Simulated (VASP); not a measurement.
Input:

```
CELL_PARAMETERS angstrom
      0.00000     2.85834     2.85834
      2.85834     0.00000     2.85834
      2.85834     2.85834     0.00000
ATOMIC_POSITIONS crystal
  Ca 0.00000 0.00000 0.00000
  S  0.50000 0.50000 0.50000
```

Method: PBE GGA, VASP's PBE PAW potentials (set 64) (plane waves; VASP). Numerical set-up: 520 eV cut-off, 7×7×7 Γ-centred mesh, Gaussian smearing of 0.050 eV, potentials Ca_sv S.

### Question
What does the run give for the energy per atom (σ→0)?

### Answer

The energy per atom (σ→0) comes out as -5183 meV/atom.

Only differences to runs with the same potentials and settings are physical.

The compound is CaS in the rock salt structure. It was relaxed first.
